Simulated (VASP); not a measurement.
Input:

```
MoS2
1.0
    1.46465    -2.53684     0.00000
    1.46465     2.53684     0.00000
    0.00000     0.00000    10.61163
Mo S
2 4
Direct
  0.33333   0.66667   0.25000
  0.66667   0.33333   0.75000
  0.33333   0.66667   0.89932
  0.66667   0.33333   0.39932
  0.66667   0.33333   0.10068
  0.33333   0.66667   0.60068
```

Calculation: PBE GGA, VASP's PBE PAW potentials (set 64) (plane waves; VASP 6.6.1). Run with 500 eV cut-off, 12×12×3 Γ-centred mesh, first-order Methfessel-Paxton smearing of 0.10 eV, potentials Mo_sv S.

Without a dispersion term in the relaxation, distances and binding between the weakly bound layers, chains or molecules are unreliable, and so is what depends on them.

### Question
What does the run give for the energy per atom (σ→0), pressure, band gap (on the k-mesh) with the smallest direct gap where there is one?

### Answer

```json
{
  "band gap (on the k-mesh)": "none (metal, semimetal or under 0.01 eV)",
  "energy per atom (σ→0)": "-6.754 eV/atom",
  "pressure": "45.02 GPa"
}
```

The compound is MoS2 in the 2H layered structure. It was relaxed first under an external pressure of 45 GPa.
